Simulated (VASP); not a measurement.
Input:

```yaml
crystal:
  lattice:
    - [4.64044, -2.31713, 0.06947]
    - [4.64044, 2.31713, 0.06947]
    - [3.42615, 0.00000, 3.89476]
  atoms:
    - { symbol: Fe, position: [0.84679, 0.84679, 0.84679], spin: 1.1 }
    - { symbol: Fe, position: [0.34679, 0.34679, 0.34679], spin: -1.1 }
    - { symbol: Fe, position: [0.15321, 0.15321, 0.15321], spin: 1.1 }
    - { symbol: Fe, position: [0.65321, 0.65321, 0.65321], spin: -1.1 }
    - { symbol: O, position: [0.43745, 0.06255, 0.75000] }
    - { symbol: O, position: [0.06255, 0.75000, 0.43745] }
    - { symbol: O, position: [0.56255, 0.93745, 0.25000] }
    - { symbol: O, position: [0.25000, 0.56255, 0.93745] }
    - { symbol: O, position: [0.93745, 0.25000, 0.56255] }
    - { symbol: O, position: [0.75000, 0.43745, 0.06255] }
```

Method: LDA (Ceperley-Alder, Perdew-Zunger), VASP's LDA PAW potentials (set 64) (plane waves; VASP). Numerical set-up: 520 eV cut-off, 9×9×9 Γ-centred mesh, tetrahedra with Blöchl corrections, potentials Fe O.

Task: What does the run give for the cell moment, energy per atom (σ→0), band gap (on the k-mesh) with the smallest direct gap where there is one?

Result: 
The band gap (on the k-mesh) is none (metal, semimetal or under 0.01 eV), the cell moment comes out as 0.00 μB and the energy per atom (σ→0) comes out as -8.478 eV/atom.

Task: Give the moment on each site (PAW-sphere projection).

Result: 
```
site  moment (μB)
----  -----------
Fe1          1.12
Fe2         -1.12
Fe3          1.12
Fe4         -1.12
O5           0.00
O6           0.00
O7           0.00
O8           0.00
O9           0.00
O10          0.00
```

Only differences to runs with the same potentials and settings are physical.

The compound is Fe2O3 in the corundum structure. It was relaxed first, which changed the volume by -18 %.
